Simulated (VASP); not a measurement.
Input:

```
V
1.0
   -1.49397     1.49397     1.49397
    1.49397    -1.49397     1.49397
    1.49397     1.49397    -1.49397
V
1
Direct
  0.00000   0.00000   0.00000
```

Computed with PBE GGA, VASP's PBE PAW potentials (set 64) (plane waves; VASP). Settings: 480 eV cut-off, 16×16×16 Γ-centred mesh, first-order Methfessel-Paxton smearing of 0.10 eV, potentials V_sv.

Energy and stress use the plane-wave basis of the starting cell.

Q: The ions, cell shape and volume at an external pressure of 15.0 GPa are relaxed. Which structure does the run end with?

A: 
```
V
1.0
   -1.46295     1.46295     1.46295
    1.46295    -1.46295     1.46295
    1.46295     1.46295    -1.46295
V
1
Direct
  0.00000   0.00000   0.00000
```
Space group Im-3m (229), at a tolerance of 0.03 Å.

Q: How do energy and volume change from the first to the last step?

A: The energy (σ→0) changes by +40.3 meV/atom and the volume by -6.1 %, in 4 ionic steps.

| step | E(σ→0) (eV) | max force (eV/Å) | pressure (GPa) | volume (Å³) |
|---|---|---|---|---|
| 1 | -8.9868 | 0.000 | 1.63 | 13.34 |
| 2 | -8.7297 | 0.000 | 44.42 | 11.30 |
| 3 | -8.9483 | 0.000 | 14.60 | 12.54 |
| 4 | -8.9465 | 0.000 | 14.96 | 12.52 |

The compound is V in the bcc structure. This run relaxes it under an external pressure of 15 GPa. Symmetry was kept, so distortions that lower it aren't found. The run is not spin-polarised, so no magnetic state was tried.
